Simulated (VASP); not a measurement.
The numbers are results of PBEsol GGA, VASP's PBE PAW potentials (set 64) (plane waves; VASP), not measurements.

VASP input:

**POSCAR**
```
HgZn3Te4
1.0
  6.1782260080   0.0000000000   0.0000000000
  0.0000000000   6.1782260080   0.0000000000
  0.0000000000   0.0000000000   6.1782260080
Zn Te Hg
3 4 1
Cart
  0.0000000000   0.0000000000   0.0000000000
  3.0891130040   3.0891130040   0.0000000000
  3.0891130040   0.0000000000   3.0891130040
  1.6096826608   1.4794303432   1.4794303432
  4.5685433472   4.6987956648   1.4794303432
  4.5685433472   1.4794303432   4.6987956648
  1.6096826608   4.6987956648   4.6987956648
  0.0000000000   3.0891130040   3.0891130040
```

**KPOINTS**
```
kpoints
0
Gamma
 4 4 4
```

### INCAR
```
SYSTEM = HgZn3Te4
PREC = Accurate; ENCUT = 400; LREAL = .False.
LASPH = .True.
EDIFF = 1E-6; NELM = 100; ALGO = Normal
LMAXMIX = 6
ISMEAR = 0; SIGMA = 0.05
GGA = PS
IBRION = 2; NSW = 60; ISIF = 3
EDIFFG = -0.02
LWAVE = .False.; LCHARG = .False.
```

POTCAR, in this order: Zn Te Hg (PBE.64 set). Program: vasp_std.

Unless said otherwise, spin-orbit coupling is left out, though it shifts the bands of the heavy elements here.

### Question
Estimate the energy per atom (σ→0), band gap (on the k-mesh).

### Answer

The energy per atom (σ→0) is -2.754 eV/atom and the band gap (on the k-mesh) is 0.64 eV.

OSZICAR:
```
...
DAV:  10    -0.220356271918E+02   -0.18117E-03   -0.35399E-03   956   0.694E-01    0.178E-01
DAV:  11    -0.220355766029E+02    0.50589E-04   -0.42355E-04   967   0.409E-01    0.618E-02
DAV:  12    -0.220356054660E+02   -0.28863E-04   -0.30598E-04   926   0.154E-01    0.403E-02
DAV:  13    -0.220355981444E+02    0.73216E-05   -0.98758E-05   951   0.145E-01    0.189E-02
DAV:  14    -0.220356047370E+02   -0.65925E-05   -0.41132E-05   902   0.444E-02    0.261E-02
DAV:  15    -0.220356018328E+02    0.29042E-05   -0.12024E-05  1074   0.396E-02    0.794E-03
DAV:  16    -0.220356018400E+02   -0.71650E-08   -0.26838E-06   694   0.142E-02
   1 F= -.22035602E+02 E0= -.22035602E+02  d E =-.220356E+02
```

The structure was generated: HgZn3Te4 was put into an ordered model structure (P-43m), which need not be its known phase. It was relaxed first. The start is the result of an earlier pass.
